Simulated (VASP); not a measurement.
Output of a VASP run:

### OSZICAR
```
       N       E                     dE             d eps       ncg     rms          rms(c)
DAV:   1     0.772904108026E+02    0.77290E+02   -0.85451E+03   696   0.129E+03
DAV:   2    -0.106313178340E+02   -0.87922E+02   -0.80343E+02   976   0.245E+02
DAV:   3    -0.141473019239E+02   -0.35160E+01   -0.34898E+01   900   0.482E+01
DAV:   4    -0.142440484767E+02   -0.96747E-01   -0.96699E-01   976   0.729E+00
DAV:   5    -0.142464225676E+02   -0.23741E-02   -0.23740E-02   912   0.804E-01    0.148E+01
DAV:   6    -0.121799482712E+02    0.20665E+01   -0.10828E+01   812   0.238E+01    0.179E+01
DAV:   7    -0.120526199559E+02    0.12733E+00   -0.69461E-01   900   0.709E+00    0.101E+01
DAV:   8    -0.120442746315E+02    0.83453E-02   -0.13838E-01   736   0.418E+00    0.785E-01
DAV:   9    -0.120450538834E+02   -0.77925E-03   -0.12496E-02   968   0.945E-01    0.226E-01
DAV:  10    -0.120457497222E+02   -0.69584E-03   -0.11162E-03   732   0.336E-01    0.767E-02
DAV:  11    -0.120458942611E+02   -0.14454E-03   -0.21634E-04   816   0.128E-01    0.508E-02
DAV:  12    -0.120459089985E+02   -0.14737E-04   -0.24404E-05   780   0.495E-02    0.282E-02
DAV:  13    -0.120459082346E+02    0.76386E-06   -0.33525E-06   848   0.224E-02
   1 F= -.12045908E+02 E0= -.12045908E+02  d E =-.428364E-24
```

File OUTCAR:
```
------------------------ aborting loop because EDIFF is reached ----------------------------------------
  FORCE on cell =-STRESS in cart. coord.  units (eV):
  Direction    XX          YY          ZZ          XY          YZ          ZX
  --------------------------------------------------------------------------------------
  Total       -0.5927055     -0.5927055     -0.5927055     -0.0000000      0.0000000      0.0000000
  in kB      -26.0531298    -26.0531298    -26.0531298     -0.0000000      0.0000000      0.0000000
  external PRESSURE =     -26.0531298 kB  Pullay stress =       0.0000000 kB
  volume of cell :       36.45
      direct lattice vectors                 reciprocal lattice vectors
     0.000000000  2.631600000  2.631600000    -0.189998480  0.189998480  0.189998480
     2.631600000  0.000000000  2.631600000     0.189998480 -0.189998480  0.189998480
     2.631600000  2.631600000  0.000000000     0.189998480  0.189998480 -0.189998480
  FREE ENERGIE OF THE ION-ELECTRON SYSTEM (eV)
  ---------------------------------------------------
  free  energy   TOTEN  =       -12.0459082346 eV

  energy  without entropy=      -12.0459082346  energy(sigma->0) =      -12.04590823
```
(Selected blocks of OUTCAR.)

### POSCAR
```
SrO
1
    0.0000000000     2.6316000000     2.6316000000
    2.6316000000     0.0000000000     2.6316000000
    2.6316000000     2.6316000000     0.0000000000
Sr O
1 1
Direct
  0.0000000000   0.0000000000   0.0000000000
  0.5000000000   0.5000000000   0.5000000000
```

Reconstruct the remaining input files.

This is not unique; one that fits is the input of the run itself, PBE GGA, plane waves, VASP's PBE PAW potentials (set 64).

**KPOINTS**
```
Automatic
0
G
  8 8 8
0 0 0
```

**INCAR**
```
# general
SYSTEM   =  SrO
PREC     =  Normal
ENCUT    =  520   # plane-wave cut-off (eV)
LREAL    =  F
LASPH    =  T   # aspherical one-centre terms

# electronic loop
EDIFF    =  1E-6   # SCF stop (eV)
NELM     =  100
ALGO     =  Normal   # blocked Davidson
LMAXMIX  =  4

# smearing
ISMEAR   =  0
SIGMA    =  0.05   # width (eV)

# functional
GGA      =  PE   # PBE

# ions
ISIF     =  2   # forces and stress, cell fixed

# output
LWAVE    =  F
LCHARG   =  F
```

POTCAR, in this order: Sr_sv O (PBE.64 set). Program: vasp_std.

The compound is SrO in the rock salt structure. The cell was not relaxed at this level. The run is one of a series of settings (PREC = Normal against the base run), some of them coarse on purpose.
